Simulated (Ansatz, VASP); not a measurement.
## Nb3Pd (Nb3Pd (Cmmm)): VASP beside Ansatz

One calculation is typed for both programs; each brings its own data sets. How far apart do they land? The two relaxations start from unlike cells of this crystal (the structure described is Ansatz's start), so only their ends are compared.

Calculated with Ansatz 0.2.0; plane waves, with VASP 6.6.1 beside it; relaxation of cell and atoms at PBEsol.

## Step 1: The starting structure

Symmetry: Cmmm, No. 65, orthorhombic system. The conventional cell has a = 3.445 Å, b = 4.435 Å, c = 9.077 Å, α = 90.00°, β = 90.00°, γ = 90.00°. Nb has 4 Pd at 2.78 to 3.11 Å and 6 Nb at 2.81 to 2.92 Å nearest. Nearest to Nb lie 8 Nb at 2.81 to 2.92 Å. Nearest to Pd lie 8 Nb at 2.78 to 3.11 Å and 4 Pd at 2.81 Å. Farther neighbours are not listed.

Structure file:

```
Nb Pd
1.0
     1.72259   -2.21736    0.00000
     1.72259    2.21736    0.00000
     0.00000    0.00000    9.07671
Nb Pd
3 1
Direct
  0.50000 0.50000 0.76021
  0.00000 0.00000 0.50000
  0.50000 0.50000 0.23979
  0.00000 0.00000 0.00000
```

## Step 2: VASP: relaxation of cell and atoms, PBEsol

The relaxed volume is the usual yardstick between codes: in a stiff, nearly cubic crystal its relative difference is about their pressure difference at one cell divided by the bulk modulus.

Lines of VASP's logs that name or quote its potential files are left out, and so is its time.

INCAR reads:

```
SYSTEM = Nb3Pd
PREC = Accurate
ENCUT = 500
EDIFF = 1E-07
NELM = 120
ISMEAR = -1
SIGMA = 0.05
LREAL = .FALSE.
ALGO = Normal
GGA = PS
NBANDS = 30
LASPH = .TRUE.
LORBIT = 11
LWAVE = .FALSE.
LCHARG = .FALSE.
ISIF = 3
IBRION = 2
NSW = 80
EDIFFG = -0.005
GGA_COMPAT = .FALSE.
NELMIN = 4
KPAR = 2
```

POSCAR reads:

```
Nb3Pd
1.0
    1.6982680081     -2.1842838661      0.0000000000
    1.6982680081      2.1842838661      0.0000000000
    0.0000000000      0.0000000000      8.9744058719
Nb Pd
3 1
Direct
    0.5000000000      0.5000000000      0.7603037353
    0.0000000000      0.0000000000      0.5000000000
    0.5000000000      0.5000000000      0.2396962647
    0.0000000000      0.0000000000      0.0000000000
```

KPOINTS reads:

```
Automatic mesh
0
Gamma
14 14 5
0 0 0
```

Potentials, in the order of the species: Nb_sv and Pd (PBE family, release 64).

Command:

```bash
> mpirun -np 2 vasp_std
```

Numbers of over 12 decimals in the logs are rounded to 6 here.

Output:

```text
[banner, memory and clock lines left out]
running    2 mpi-ranks, on    1 nodes
 distrk:  each k-point on    1 cores,    2 groups
 distr:  one band on    1 cores,    1 groups

 POSCAR found type information on POSCAR NbPd
 POSCAR found :  2 types and       4 ions
|                                                                             |
|               ----> ADVICE to this user running VASP <----                  |
|                                                                             |
|     You enforced a specific xc type in the INCAR file but a different       |
|     [... a line on the potential file left out ...]
|     I HOPE YOU KNOW WHAT YOU ARE DOING!                                     |
|                                                                             |

 LDA part: xc-table for (Slater+PW92), standard interpolation
 POSCAR, INCAR and KPOINTS ok, starting setup
 FFT: planning ... GRIDC
 FFT: planning ... GRID_SOFT
 FFT: planning ... GRID
 WAVECAR not read
 entering main loop
       N       E                     dE             d eps       ncg     rms          rms(c)
DAV:   1     0.581825230957E+03    0.58183E+03   -0.25825E+04 10340   0.164E+03
DAV:   2     0.623362189575E+01   -0.57559E+03   -0.55857E+03 11970   0.646E+02
DAV:   3    -0.391242738434E+02   -0.45358E+02   -0.43581E+02 19114   0.131E+02
DAV:   4    -0.419077002828E+02   -0.27834E+01   -0.27450E+01 16296   0.295E+01
DAV:   5    -0.420378630273E+02   -0.13016E+00   -0.12958E+00 17180   0.683E+00    0.164E+01
DAV:   6    -0.417549028563E+02    0.28296E+00   -0.19477E+01 13168   0.380E+01    0.121E+01
DAV:   7    -0.396939819527E+02    0.20609E+01   -0.83801E+00 15910   0.223E+01    0.387E+00
DAV:   8    -0.396858642080E+02    0.81177E-02   -0.31568E+00 16362   0.128E+01    0.330E+00
DAV:   9    -0.395305320372E+02    0.15533E+00   -0.68503E-01 15522   0.700E+00    0.154E+00
DAV:  10    -0.395457143465E+02   -0.15182E-01   -0.15677E-01 15454   0.294E+00    0.560E-01
DAV:  11    -0.395405228760E+02    0.51915E-02   -0.24444E-02 14964   0.165E+00    0.115E-01
DAV:  12    -0.395404781458E+02    0.44730E-04   -0.29305E-03 15330   0.358E-01    0.485E-02
DAV:  13    -0.395404813330E+02   -0.31872E-05   -0.34777E-04 19446   0.147E-01    0.245E-02
DAV:  14    -0.395404826190E+02   -0.12861E-05   -0.26165E-05 14746   0.488E-02    0.730E-03
DAV:  15    -0.395404816548E+02    0.96426E-06   -0.43736E-06 16608   0.173E-02    0.279E-03
DAV:  16    -0.395404810674E+02    0.58737E-06   -0.41227E-07 11236   0.693E-03    0.834E-04
DAV:  17    -0.395404810338E+02    0.33593E-07   -0.44660E-08  8160   0.239E-03
   1 F= -.39540481E+02 E0= -.39527739E+02  d E =-.395405E+02
 curvature:   0.00 expect dE= 0.000E+00 dE for cont linesearch  0.000E+00
 trial: gam= 0.00000 g(F)=  0.151E-05 g(S)=  0.596E-05 ort = 0.000E+00 (trialstep = 0.100E+01)
 search vector abs. value=  0.747E-05
 bond charge predicted
       N       E                     dE             d eps       ncg     rms          rms(c)
DAV:   1    -0.395405462002E+02   -0.65133E-04   -0.28207E-03 12732   0.532E-01    0.628E-02
DAV:   2    -0.395405037109E+02    0.42489E-04   -0.38449E-04 13752   0.187E-01    0.360E-02
DAV:   3    -0.395404868896E+02    0.16821E-04   -0.97184E-05 14726   0.101E-01    0.212E-02
DAV:   4    -0.395404784771E+02    0.84125E-05   -0.46764E-05 17668   0.554E-02    0.983E-03
DAV:   5    -0.395404784324E+02    0.44784E-07   -0.90193E-06 17044   0.285E-02    0.727E-03
DAV:   6    -0.395404793709E+02   -0.93860E-06   -0.18854E-06 16018   0.108E-02    0.370E-03
DAV:   7    -0.395404807229E+02   -0.13519E-05   -0.20701E-06 19590   0.703E-03    0.185E-03
DAV:   8    -0.395404808525E+02   -0.12964E-06   -0.84476E-08  8482   0.228E-03    0.115E-03
DAV:   9    -0.395404810658E+02   -0.21333E-06   -0.36898E-08  7662   0.214E-03    0.314E-04
DAV:  10    -0.395404810171E+02    0.48759E-07   -0.98389E-09  7542   0.126E-03
   2 F= -.39540481E+02 E0= -.39527749E+02  d E =0.167392E-07
 trial-energy change:    0.000000  1 .order   -0.000000   -0.000007    0.000007
 step:   0.5184(harm=  0.5184)  dis= 0.00010  next Energy=   -39.540483 (dE=-0.194E-05)
 bond charge predicted
       N       E                     dE             d eps       ncg     rms          rms(c)
DAV:   1    -0.395404983880E+02   -0.17322E-04   -0.65444E-04 12502   0.256E-01    0.302E-02
DAV:   2    -0.395404899447E+02    0.84433E-05   -0.89114E-05 13762   0.902E-02    0.174E-02
DAV:   3    -0.395404858529E+02    0.40918E-05   -0.22548E-05 14744   0.489E-02    0.102E-02
DAV:   4    -0.395404839268E+02    0.19261E-05   -0.10944E-05 17716   0.267E-02    0.472E-03
DAV:   5    -0.395404836015E+02    0.32530E-06   -0.20888E-06 15866   0.138E-02    0.349E-03
DAV:   6    -0.395404833342E+02    0.26732E-06   -0.40973E-07 12056   0.540E-03    0.176E-03
DAV:   7    -0.395404829785E+02    0.35571E-06   -0.58519E-07 14664   0.375E-03    0.100E-03
DAV:   8    -0.395404829187E+02    0.59857E-07   -0.35368E-08  7204   0.157E-03
   3 F= -.39540483E+02 E0= -.39527746E+02  d E =-.188484E-05
 curvature:  -0.26 expect dE=-0.789E-06 dE for cont linesearch -0.647E-08
 trial: gam= 0.46517 g(F)=  0.448E-06 g(S)=  0.260E-05 ort =-0.432E-06 (trialstep = 0.904E+00)
 search vector abs. value=  0.426E-05
 reached required accuracy - stopping structural energy minimisation
```

From OUTCAR (step 2):

```text
ion  position               nearest neighbor table
   1  0.500  0.500  0.760-   4 2.74   4 2.74   2 2.89   2 2.89   4 3.07   4 3.07
   2  0.000  0.000  0.500-   1 2.89   3 2.89   1 2.89   3 2.89
   3  0.500  0.500  0.240-   4 2.74   4 2.74   2 2.89   2 2.89   4 3.07   4 3.07
   4  0.000  0.000  0.000-   1 2.74   3 2.74   1 2.74   3 2.74   1 3.07   3 3.07   1 3.07   3 3.07

  LATTYP: Found a base centered orthorhombic cell.
 ALAT       =     3.3965360162
 B/A-ratio  =     1.2861832500
 C/A-ratio  =     2.6422230853

 Subroutine GETGRP returns: Found  8 space group operations
 (whereof  8 operations were pure point group operations)

The static configuration has the point symmetry D_2h.

 Found    171 irreducible k-points:

   k-points           NKPTS =    171   k-points in BZ     NKDIM =    171   number of bands    NBANDS=     30

   dimension x,y,z NGX =    20 NGY =   20 NGZ =   70
   dimension x,y,z NGXF=    40 NGYF=   40 NGZF=  140

   ENCUT  =  500.0 eV  36.75 Ry    6.06 a.u.   5.04  5.04 16.36*2*pi/ulx,y,z

   NELECT =      49.0000    total number of electrons

 k-points in reciprocal lattice and weights: Automatic mesh
   0.00000000  0.00000000  0.00000000       0.001
   0.07142857  0.00000000  0.00000000       0.004
   0.14285714 -0.00000000  0.00000000       0.004
   0.21428571  0.00000000  0.00000000       0.004
   0.28571429 -0.00000000  0.00000000       0.004
   0.35714286 -0.00000000  0.00000000       0.004
   0.42857143  0.00000000  0.00000000       0.004
   0.50000000 -0.00000000  0.00000000       0.002
   0.07142857  0.07142857  0.00000000       0.002
[...]
-0.42857143  0.42857143  0.40000000       0.004
   0.50000000  0.50000000  0.40000000       0.002

 average (electrostatic) potential at core
       1 -76.4825       2 -76.1527       3 -76.4825       4 -69.3000

 E-fermi :  11.4505

 k-point     1 :       0.0000    0.0000    0.0000
  band No.  band energies     occupation
    ...
     21       9.4784      2.00000
     22       9.7183      2.00000
     23       9.8322      2.00000
     24      10.7162      2.00000
     25      11.1371      1.99622
     26      11.9096      0.00021
     27      12.9701      0.00000
     28      13.5909      0.00000
     29      14.0054      0.00000
     30      14.4770      0.00000

 k-point     2 :       0.0714    0.0000    0.0000
  band No.  band energies     occupation
    ...
     21       9.4067      2.00000
     22       9.7908      2.00000
     23       9.8895      2.00000
     24      10.7911      2.00000
     25      11.0812      1.99876
     26      11.9033      0.00023
     27      12.8937      0.00000
     28      13.3689      0.00000
     29      14.1302      0.00000
     30      14.3357      0.00000

 k-point     3 :       0.1429   -0.0000    0.0000
  band No.  band energies     occupation
    ...
     21       9.6531      2.00000
     22       9.7177      2.00000
     23      10.1784      2.00000
     24      10.8805      1.99998
     25      10.9307      1.99994
     26      12.0211      0.00002
     27      12.1643      0.00000
     28      13.6482      0.00000
     29      14.0832      0.00000
     30      14.4049      0.00000

  Total        0.0001128      0.0114725      0.0091436      0.0000000      0.0000000      0.0000000
  in kB        0.0027137      0.2761219      0.2200711      0.0000000      0.0000000      0.0000000
  external PRESSURE =       0.1663023 kB  Pullay stress =       0.0000000 kB

  energy-cutoff  :      500.00
  volume of cell :       66.57
      direct lattice vectors                 reciprocal lattice vectors
     1.698050232 -2.184253275  0.000000000     0.294455365 -0.228911182  0.000000000
     1.698050232  2.184253275  0.000000000     0.294455365  0.228911182  0.000000000
     0.000000000  0.000000000  8.973940050     0.000000000  0.000000000  0.111433773

 POSITION                                       TOTAL-FORCE (eV/Angst)
 -----------------------------------------------------------------------------------
      1.69805      0.00000      6.82302         0.000000     -0.000000      0.002155
      0.00000      0.00000      4.48697         0.000000      0.000000      0.000000
      1.69805      0.00000      2.15092        -0.000000     -0.000000     -0.002155
      0.00000      0.00000      0.00000         0.000000     -0.000000      0.000000
 -----------------------------------------------------------------------------------
    total drift:                                0.000000      0.000000     -0.000000

  FREE ENERGIE OF THE ION-ELECTRON SYSTEM (eV)
  ---------------------------------------------------
  free  energy   TOTEN  =       -39.5404829187 eV

  energy  without entropy=      -39.5150089371  energy(sigma->0) =      -39.52774593

 reached required accuracy - stopping structural energy minimisation

 total charge
# of ion       s       p       d       tot
------------------------------------------
    1        2.224   5.998   2.514  10.736
    2        2.228   6.006   2.538  10.771
    3        2.224   5.998   2.514  10.736
    4        0.562   0.575   8.480   9.617
--------------------------------------------------
tot          7.238  18.576  16.046  41.860

[... 3 further parts left out ...]
```

(Continued in part 2 of 2.)

[Lines on the potential files, build, host, timing and source positions are cut from VASP's logs without a mark.]

[Logs are printed without paths, hosts, clocks, repeated set-up lines and the standing remarks that a program may print on its own settings, such as how far it seeks lower states.]

[Hosts, paths, dates, database ids (printed as entryN), source tags and the programs' standing remarks are cut or masked in the printed files.]
